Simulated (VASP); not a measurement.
These are revPBE GGA, VASP's PBE PAW potentials (set 64) (plane waves; VASP 6.6.1) values and carry that method's errors. For the first row: Settings: 520 eV cut-off, 8×8×8 Γ-centred mesh, Gaussian smearing of 0.050 eV, potentials Al P.

```
system             energy (eV/atom)
-----------------  ----------------
AlP (zinc blende)           -4.9554
Al atom                     -0.3577
P atom                      -1.9263
```

Atoms are spin-polarised in a large box without symmetry, with the spin fixed by Hund's rule, and may not be in the lowest state of each functional; no zero-point energy is added.

Problem. What is the cohesive energy per atom of AlP?

Solution. The references average (1×(-0.3577) + 1×(-1.9263))/2 = -1.1420 eV, so the cohesive energy is -1.1420 − (-4.9554) = 3.813 eV/atom. Measured: 4.320 eV/atom at 0 K (as given by Daniel Mejia-Rodriguez et al., Physical Review B (2018), arXiv:1807.09216; static lattice: zero-point vibration energy added).
